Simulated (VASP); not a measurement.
These are PW91 GGA, VASP's PBE PAW potentials (set 64) (plane waves; VASP) values and carry that method's errors.

VASP input:

**POSCAR**
```
PtS2
1.0
  1.7902610134  -3.1008231068   0.0000000000
  1.7902610134   3.1008231068   0.0000000000
  0.0000000000   0.0000000000   6.5432545388
Pt S
1 2
Cart
  0.0000000000   0.0000000000   0.0000000000
  1.7902610134   1.0336097695   1.2297006410
  1.7902610134  -1.0336097695   5.3135538978
```

**KPOINTS**
```
Automatic mesh
0
Gamma
 7 7 4
```

### INCAR
```
# general
SYSTEM  = PtS2
PREC    = Accurate
ENCUT   = 520
LREAL   = .FALSE.   # projection in real space or not
LASPH   = .TRUE.   # aspherical one-centre terms

# electronic loop
EDIFF   = 1E-7
NELM    = 100   # most electronic steps
ALGO    = Normal
LMAXMIX = 6

# smearing
ISMEAR  = 0
SIGMA   = 0.05   # width (eV)

# functional
GGA     = 91

# ions
IBRION  = 2   # conjugate gradients
NSW     = 30
ISIF    = 4
EDIFFG  = -0.01   # ionic stop

# output
LWAVE   = .FALSE.
LCHARG  = .FALSE.
```

POTCAR, in this order: Pt S (PBE.64 set). Program: vasp_std.

What VASP printed:

OSZICAR:
```
       N       E                     dE             d eps       ncg     rms          rms(c)
DAV:   1     0.125393252085E+03    0.12539E+03   -0.10243E+04   856   0.127E+03
DAV:   2    -0.102980577900E+02   -0.13569E+03   -0.13337E+03  1072   0.241E+02
DAV:   3    -0.169174073578E+02   -0.66193E+01   -0.65852E+01  1085   0.589E+01
DAV:   4    -0.170175866008E+02   -0.10018E+00   -0.10015E+00  1115   0.771E+00
DAV:   5    -0.170200545136E+02   -0.24679E-02   -0.24678E-02  1120   0.116E+00    0.176E+01
DAV:   6    -0.157740770431E+02    0.12460E+01   -0.89314E+00   889   0.307E+01    0.113E+01
DAV:   7    -0.155047480223E+02    0.26933E+00   -0.16022E+00   896   0.141E+01    0.536E+00
DAV:   8    -0.154887440954E+02    0.16004E-01   -0.11418E-01  1071   0.242E+00    0.129E+00
DAV:   9    -0.154826207770E+02    0.61233E-02   -0.17164E-02  1043   0.150E+00    0.286E-01
DAV:  10    -0.154828897846E+02   -0.26901E-03   -0.27035E-03  1057   0.374E-01    0.736E-02
DAV:  11    -0.154829419499E+02   -0.52165E-04   -0.81815E-05  1102   0.891E-02    0.431E-02
DAV:  12    -0.154829495282E+02   -0.75783E-05   -0.17750E-05   952   0.384E-02    0.116E-02
DAV:  13    -0.154829508900E+02   -0.13618E-05   -0.27243E-06  1149   0.121E-02    0.427E-03
DAV:  14    -0.154829512759E+02   -0.38597E-06   -0.43965E-07   952   0.530E-03    0.145E-03
DAV:  15    -0.154829513231E+02   -0.47187E-07   -0.78129E-09   861   0.700E-04
   1 F= -.15482951E+02 E0= -.15482951E+02  d E =-.154830E+02
       N       E                     dE             d eps       ncg     rms          rms(c)
DAV:   1    -0.154830130805E+02   -0.61805E-04   -0.19611E-03   854   0.321E-01    0.417E-02
DAV:   2    -0.154829783131E+02    0.34767E-04   -0.10173E-04   966   0.894E-02    0.206E-02
DAV:   3    -0.154829716716E+02    0.66415E-05   -0.16864E-05  1029   0.347E-02    0.886E-03
DAV:   4    -0.154829692676E+02    0.24040E-05   -0.62662E-06  1078   0.165E-02    0.496E-03
DAV:   5    -0.154829690678E+02    0.19985E-06   -0.64924E-07  1015   0.562E-03    0.152E-03
DAV:   6    -0.154829690569E+02    0.10885E-07   -0.62340E-08   700   0.226E-03
   2 F= -.15482969E+02 E0= -.15482969E+02  d E =-.177338E-04
```

**OUTCAR**
```
------------------------ aborting loop because EDIFF is reached ----------------------------------------
  FORCE on cell =-STRESS in cart. coord.  units (eV):
  Direction    XX          YY          ZZ          XY          YZ          ZX
  --------------------------------------------------------------------------------------
  Total       -0.0282566     -0.0282566     -0.0022691      0.0000000      0.0000000      0.0000000
  in kB       -0.6231793     -0.6231793     -0.0500427      0.0000000      0.0000000      0.0000000
  external PRESSURE =      -0.4321338 kB  Pullay stress =       0.0000000 kB
  volume of cell :       72.65
      direct lattice vectors                 reciprocal lattice vectors
     1.789828047 -3.100073187  0.000000000     0.279356445 -0.161286515  0.000000000
     1.789828047  3.100073187 -0.000000000     0.279356445  0.161286515  0.000000000
     0.000000000  0.000000000  6.546420599     0.000000000  0.000000000  0.152755232
 POSITION                                       TOTAL-FORCE (eV/Angst)
 -----------------------------------------------------------------------------------
      3.57966      0.00000      0.00000        -0.000000     -0.000000      0.000000
      1.78983      1.03336      1.23049         0.000000     -0.000000      0.000150
      1.78983     -1.03336      5.31593        -0.000000      0.000000     -0.000150
 -----------------------------------------------------------------------------------
    total drift:                                0.000000      0.000000      0.000000
  FREE ENERGIE OF THE ION-ELECTRON SYSTEM (eV)
  ---------------------------------------------------
  free  energy   TOTEN  =       -15.4829690569 eV

  energy  without entropy=      -15.4829690569  energy(sigma->0) =      -15.48296906

 reached required accuracy - stopping structural energy minimisation
```
(Selected blocks of OUTCAR.)

**CONTCAR**
```
PtS2
   1.00000000000000
     1.7898280470196750   -3.1000731869195328    0.0000000000000000
     1.7898280470196750    3.1000731869195328   -0.0000000000000000
     0.0000000000000000    0.0000000000000000    6.5464205994435156
  Pt              S
     1     2
Direct
     1.0000000000000000    1.0000000000000000    0.0000000000000000
     0.3333330000000032    0.6666669999999968    0.1879633625153461
     0.6666669999999968    0.3333330000000032    0.8120366374846538
```

Without a dispersion term in the relaxation, distances and binding between the weakly bound layers, chains or molecules are unreliable, and so is what depends on them.

The compound is PtS2 in the 1T layered structure. This run relaxes it. Symmetry was kept, so distortions that lower it aren't found.
